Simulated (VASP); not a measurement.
# Si2Sb2Te (P1) in VASP: relaxation of cell and atoms with PBE

Aim: the relaxation of cell and atoms of Si2Sb2Te with PBE.

Everything below comes from runs of VASP 6.6.1. Logs are shortened: lines on timing, memory, paths and dates and some standing lists are left out, and cuts for length are marked.

## (1) Starting point

The typed cell holds 10 atoms: a = 7.062 Å, b = 7.013 Å, c = 14.347 Å, α = 146.76°, β = 60.97°, γ = 128.90°.

The cell was built by a generator and needn't be a form met in nature.

## (2) Relaxation of cell and atoms, PBE

INCAR reads:

```
  PREC = Normal
  ENCUT = 520
  EDIFF = 1E-5
  ISMEAR = 0
  SIGMA = 0.15
  LREAL = Auto
  LASPH = T
  NELM = 80
  ALGO = Fast
  ISIF = 3
  LWAVE = F
  LCHARG = F
  GGA = PE
  IBRION = 2
  NSW = 110
  EDIFFG = -0.03
  ISYM = 0
  KPAR = 8
```

KPOINTS reads:

```
Automatic mesh
0
Gamma
  7 7 7
```

POSCAR reads:

```
Si2Sb2Te
1.0
   -1.8191969400      6.0981252800      3.0627322100
    1.8894502500     -6.0474040700      3.0071997400
    4.3373729100     12.3283052600     -5.9187570800
Si Sb Te
4 4 2
Direct
    0.6832941100      0.0287288200      0.3408812100
    0.6779778500      0.0287592200      0.8395782800
    0.3269003600      0.9701271600      0.1504333300
    0.3408594200      0.9941109200      0.6590530700
    0.1018573200      0.2573809100      0.4334743400
    0.0997902300      0.2564553600      0.9265521800
    0.3831925100      0.2472223100      0.0835320500
    0.3763915600      0.2501530800      0.5800751200
    0.7480742400      0.2394310500      0.2449895200
    0.7564327700      0.2293803600      0.7356983200
```

Potentials or basis: VASP PAW PBE potentials, release 64 (Si, Sb, Te).

Command:

```sh
> cat potpaw_PBE.64/Si/POTCAR potpaw_PBE.64/Sb/POTCAR potpaw_PBE.64/Te/POTCAR > POTCAR
> mpirun -np 8 vasp_std > vasp.out
```

OUTCAR:

```text
PREC = Normal
   ENCUT = 520
   EDIFF = 1E-5
   ISMEAR = 0
   LREAL = Auto
   LASPH = T
   NELM = 80
   ISIF = 3
   GGA = PE
   IBRION = 2
   NSW = 110
   EDIFFG = -0.03
   ISYM = 0

 ion  position               nearest neighbor table
   1  0.683  0.029  0.341-   9 2.50   8 2.64   7 2.70   5 2.71
   2  0.678  0.029  0.840-  10 2.50   7 2.63   6 2.70   8 2.70
   3  0.327  0.970  0.150-   6 2.44   7 2.58   9 2.61   5 2.67
   4  0.341  0.994  0.659-   5 2.53  10 2.56   6 2.61   8 2.67
   5  0.102  0.257  0.433-   4 2.53   3 2.67   1 2.71   8 3.53
   6  0.100  0.256  0.927-   3 2.44   4 2.61   2 2.70   7 3.72
   7  0.383  0.247  0.084-   3 2.58   2 2.63   1 2.70   6 3.72
   8  0.376  0.250  0.580-   1 2.64   4 2.67   2 2.70   5 3.53
   9  0.748  0.239  0.245-   1 2.50   3 2.61
  10  0.756  0.229  0.736-   2 2.50   4 2.56

IMPORTANT INFORMATION: All symmetrisations will be switched off!
NOSYMM: (Re-)initialisation of all symmetry stuff for point group C_1.

----------------------------------------------------------------------------------------

                                     Primitive cell

  volume of cell :     301.7435

  direct lattice vectors                    reciprocal lattice vectors
    -1.819196940  6.098125280  3.062732210    -0.004243872  0.080288532  0.164124709
     1.889450250 -6.047404070  3.007199740     0.244749653 -0.008340948  0.161983462
     4.337372910 12.328305260 -5.918757080     0.122156264  0.037308404 -0.001725589

  length of vectors
     7.062360655  7.013156815 14.346832393     0.182759894  0.293616426  0.127738199

  position of ions in fractional coordinates (direct lattice)
     0.683294110  0.028728820  0.340881210
     0.677977850  0.028759220  0.839578280
     0.326900360  0.970127160  0.150433330
     0.340859420  0.994110920  0.659053070
     0.101857320  0.257380910  0.433474340
     0.099790230  0.256455360  0.926552180
     0.383192510  0.247222310  0.083532050
     0.376391560  0.250153080  0.580075120
     0.748074240  0.239431050  0.244989520
     0.756432770  0.229380360  0.735698320

  ion indices of the primitive-cell ions
   primitive index   ion index
                 1           1
                 2           2
                 3           3
                 4           4
                 5           5
                 6           6
                 7           7
                 8           8
                 9           9
                10          10

----------------------------------------------------------------------------------------

 KPOINTS: Automatic mesh

Automatic generation of k-mesh.
 Grid dimensions read from file:
 generate k-points for:    7    7    7

 Generating k-lattice:

  Cartesian coordinates                     Fractional coordinates (reciprocal lattice)
    -0.000606267  0.011469790  0.023446387     0.142857143 -0.000000000  0.000000000
     0.034964236 -0.001191564  0.023140495     0.000000000  0.142857143  0.000000000
     0.017450895  0.005329772 -0.000246513    -0.000000000  0.000000000  0.142857143

  Length of vectors
     0.026108556  0.041945204  0.018248314

  Shift w.r.t. Gamma in fractional coordinates (k-lattice)
     0.000000000  0.000000000  0.000000000

 Subroutine IBZKPT returns following result:
 ===========================================

 Found    172 irreducible k-points:

 Following reciprocal coordinates:
            Coordinates               Weight
  0.000000  0.000000  0.000000      1.000000
  0.142857  0.000000  0.000000      2.000000
  0.285714  0.000000  0.000000      2.000000
  0.428571  0.000000  0.000000      2.000000
  0.000000  0.142857 -0.000000      2.000000
  0.142857  0.142857  0.000000      2.000000
[... 16 lines left out ...]
 -0.428571  0.428571 -0.000000      2.000000
 -0.285714  0.428571 -0.000000      2.000000
 [... further k-points ...]
   k-points           NKPTS =    172   k-points in BZ     NKDIM =    172   number of bands    NBANDS=     30
   number of dos      NEDOS =    301   number of ions     NIONS =     10
   total plane-waves  NPLWV = 128000
   dimension x,y,z NGX =    40 NGY =   40 NGZ =   80
   dimension x,y,z NGXF=    80 NGYF=   80 NGZF=  160
   ions per type =               4   4   2
   NGX,Y,Z   is equivalent  to a cutoff of   9.42,  9.48,  9.27 a.u.
   NGXF,Y,Z  is equivalent  to a cutoff of  18.83, 18.96, 18.54 a.u.
 SYSTEM =  unknown system
   PREC   = normal    normal or accurate (medium, high low for compatibility)
   ISTART =      0    job   : 0-new  1-cont  2-samecut
   ICHARG =      2    charge: 1-file 2-atom 10-const
   ISPIN  =      1    spin polarized calculation?
   LNONCOLLINEAR =      F non collinear calculations
   LSORBIT =      F    spin-orbit coupling
   LASPH  =      T    aspherical Exc in radial PAW
   ENCUT  =  520.0 eV  38.22 Ry    6.18 a.u.  13.13 13.04 26.68*2*pi/ulx,y,z
   NELM   =     80;   NELMIN=  2; NELMDL= -5     # of ELM steps
   EDIFF  = 0.1E-04   stopping-criterion for ELM
   LREAL  =      T    real-space projection
   EDIFFG = -.3E-01   stopping-criterion for IOM
   NSW    =    110    number of steps for IOM
   IBRION =      2    ionic relax: 0-MD 1-quasi-New 2-CG
   NFREE  =      1    steps in history (QN), initial steepest desc. (CG)
   ISIF   =      3    stress and relaxation
   ISYM   =      0    0-nonsym 1-usesym 2-fastsym
   POTIM  = 0.5000    time-step for ionic-motion
   TEBEG  =    0.0;   TEEND  =   0.0 temperature during run
   PSTRESS=    0.0 pullay stress
   NELECT =      48.0000    total number of electrons
   NUPDOWN=      -1.0000    fix difference up-down
   EMIN   =  10.00;   EMAX   =-10.00  energy-range for DOS
   EFERMI =   0.00;   METHOD = LEGACY
   ISMEAR =     0;   SIGMA  =   0.15  broadening in eV -4-tet -1-fermi 0-gaus
   EFERMI_NEDOS =   21; number of points for ismear=-14 and -15
   IALGO  =     68    algorithm
   IMIX   =      4    mixing-type and parameters
     AMIX     =   0.40;   BMIX     =  1.00
     AMIX_MAG =   1.60;   BMIX_MAG =  1.00
  volume/ion in A,a.u.               =      30.17       203.63
  Fermi-wavevector in a.u.,A,eV,Ry     =   0.887039  1.676260 10.705578  0.786838
  Thomas-Fermi vector in A             =   2.008284
   LORBIT       =      0    0 simple, 1 ext, 2 COOP (PROOUT), +10 PAW based schemes
   GGA     = PE    functional components
   LHFCALC =     F    Hartree Fock is set to
   AEXX    =    0.0000 exact exchange contribution
   IVDW    =     0    specifies the selected vdW correction
   LEPSILON=     F    determine dielectric tensor
   LRPA    =     F    only Hartree local field effects (RPA)
 conjugate gradient relaxation of ions
 non-spin polarized calculation
 RMM-DIIS sequential band-by-band and
 Gauss-broadening in eV      SIGMA  =   0.15
  energy-cutoff  :      520.00
  volume of cell :      301.74
 maximum number of plane-waves:      8161
   NGX = 27   NGY = 27   NGZ = 53

--------------------------------------- Ionic step        1  -------------------------------------------

 number of electron      47.9999999 magnetization

 Free energy of the ion-electron system (eV)
  ---------------------------------------------------
  ext. energy  EPLUGINS =         0.00000000
  ---------------------------------------------------
  free energy    TOTEN  =       -42.69855773 eV

  energy without entropy =      -42.69288225  energy(sigma->0) =      -42.69571999

------------------------ aborting loop because EDIFF is reached ----------------------------------------

  FORCE on cell =-STRESS in cart. coord.  units (eV):
  Direction    XX          YY          ZZ          XY          YZ          ZX
  --------------------------------------------------------------------------------------
  -------------------------------------------------------------------------------------
  Total        3.7965807      0.8173542      3.0232707     -1.8175960     -3.1425309      1.2325742
  in kB       20.1588277      4.3399323     16.0527589     -9.6509483    -16.6859986      6.5446393
  external PRESSURE =      13.5171730 kB  Pullay stress =       0.0000000 kB
[... 29 lines left out ...]
  energy  without entropy=      -42.6928822481  energy(sigma->0) =      -42.69571999

--------------------------------------- Ionic step        2  -------------------------------------------

 number of electron      47.9999999 magnetization

 E-fermi :   5.1656     XC(G=0):  -8.6603

 val. band max:        5.1093897158   @ k =   0.0000   0.0000   0.0000
 cond. band min:       5.2597245884   @ k =   0.1429   0.4286   0.1429
 fundamental gap:      0.1503348725
 Fermi energy:         5.1655906770

 k-point     1 :       0.0000    0.0000    0.0000
  band No.  band energies     occupation
      1      -7.3044      2.00000
      2      -6.5252      2.00000
      3      -5.3270      2.00000
      4      -4.8757      2.00000
      5      -4.6469      2.00000
      6      -4.3158      2.00000
[... 864 lines left out ...]
  FREE ENERGIE OF THE ION-ELECTRON SYSTEM (eV)
  ---------------------------------------------------
  free  energy   TOTEN  =       -43.0350140529 eV

  energy  without entropy=      -43.0312786470  energy(sigma->0) =      -43.03314635

[... ionic steps 4 to 18 ...]

--------------------------------------- Ionic step       19  -------------------------------------------

 number of electron      47.9999996 magnetization

------------------------ aborting loop because EDIFF is reached ----------------------------------------

  FORCE on cell =-STRESS in cart. coord.  units (eV):
  Direction    XX          YY          ZZ          XY          YZ          ZX
  --------------------------------------------------------------------------------------
  -------------------------------------------------------------------------------------
  Total        0.1027221      0.0711917     -0.1169955     -0.0351546     -0.0204659      0.0035164
  in kB        0.5370699      0.3722172     -0.6116967     -0.1838016     -0.1070032      0.0183850
  external PRESSURE =       0.0991968 kB  Pullay stress =       0.0000000 kB
[... 73 lines left out ...]
  energy  without entropy=      -43.1163372451  energy(sigma->0) =      -43.11815694

--------------------------------------- Ionic step       21  -------------------------------------------

 number of electron      47.9999996 magnetization

 Free energy of the ion-electron system (eV)
  ---------------------------------------------------
  ext. energy  EPLUGINS =         0.00000000
  ---------------------------------------------------
  free energy    TOTEN  =       -43.12024572 eV

  energy without entropy =      -43.11661534  energy(sigma->0) =      -43.11843053

 E-fermi :   5.3717     XC(G=0):  -8.7448

 val. band max:        5.3089284234   @ k =   0.0000   0.0000   0.0000
 cond. band min:       5.4779019696   @ k =   0.2857  -0.2857   0.2857
 fundamental gap:      0.1689735462
 Fermi energy:         5.3717437301

 k-point     1 :       0.0000    0.0000    0.0000
  band No.  band energies     occupation
      1      -7.2022      2.00000
      2      -6.3558      2.00000
      3      -5.1891      2.00000
      4      -4.7421      2.00000
      5      -4.5587      2.00000
      6      -4.2379      2.00000
[... 820 lines left out ...]
  FREE ENERGIE OF THE ION-ELECTRON SYSTEM (eV)
  ---------------------------------------------------
  free  energy   TOTEN  =       -43.1202457176 eV

  energy  without entropy=      -43.1166153368  energy(sigma->0) =      -43.11843053

 reached required accuracy - stopping structural energy minimisation
```

Wall time 15 min (8 MPI ranks of Intel Xeon 6975P-C (Granite Rapids), shared host); peak memory 1.1 GiB.

Results:

| Quantity | Value |
| --- | --- |
| Free energy | -43.1202 eV |
| Relaxed volume | 30.66 Å³/atom |
| Relaxed cell | a = 7.161 Å, b = 7.166 Å, c = 14.329 Å, α = 146.64°, β = 61.20°, γ = 130.10° |
| Space group after relaxing (to 0.05 Å) | Cm (No. 8) |
| Energy gained by relaxing | 42.2 meV/atom |
| Ionic steps | 21 |
| Pressure after relaxing | 0.0 GPa |
| Largest force after relaxing | 0.022 eV/Å |
| Band gap on the k mesh | 0.17 eV |

Forces in eV/Å, atoms in the order of the input:
```
Si   0.002  0.020 -0.003
Si  -0.012 -0.003 -0.004
Si   0.003 -0.012 -0.010
Si  -0.008 -0.017  0.011
Sb   0.013  0.003  0.001
Sb   0.000 -0.001  0.010
Sb   0.003 -0.015  0.002
Sb  -0.013  0.003 -0.009
Te   0.017  0.009 -0.009
Te  -0.004  0.013  0.011
```

Step by step:
```csv
step,energy change (eV),largest force (eV/Å),pressure (GPa),volume (Å³)
1,0.0000,1.9539,1.35,301.74
2,-0.3223,0.3852,-0.81,312.88
3,-0.3365,0.3950,-0.51,310.82
4,-0.3882,0.2154,-0.02,307.55
5,-0.3929,0.1907,0.19,306.31
6,-0.4016,0.1274,-0.03,307.55
7,-0.4037,0.1223,-0.17,308.44
8,-0.4099,0.0764,-0.02,307.62
9,-0.4105,0.0951,0.04,307.33
10,-0.4133,0.0625,0.02,307.39
11,-0.4152,0.0726,0.00,307.46
12,-0.4142,0.0931,-0.07,307.58
13,-0.4156,0.0823,-0.03,307.50
14,-0.4172,0.0590,-0.01,307.31
15,-0.4173,0.0657,-0.01,307.24
16,-0.4184,0.0537,-0.01,307.11
17,-0.4194,0.0925,0.01,306.72
18,-0.4200,0.0877,0.01,306.65
19,-0.4209,0.0577,0.01,306.44
20,-0.4214,0.0354,0.01,306.50
21,-0.4217,0.0221,-0.01,306.59
```

Final structure:
```
Si Sb Te
1.0
    -2.03990    6.16461    3.02023
     2.05777   -6.16250    3.02395
     4.11169   12.33278   -6.02614
Si Sb Te
4 4 2
Direct
  0.67725 0.01334 0.33506
  0.67781 0.01404 0.83554
  0.34147 0.01088 0.16563
  0.33973 0.01010 0.66622
  0.08631 0.23867 0.42590
  0.08612 0.24022 0.92728
  0.38525 0.24275 0.07704
  0.38556 0.24393 0.57765
  0.75823 0.24391 0.24170
  0.75704 0.24389 0.74225
```

Caveat: spin-orbit coupling is left out, which moves the levels of the heavy elements; an odd mesh through Γ misses points on the zone boundary, where band edges often lie.
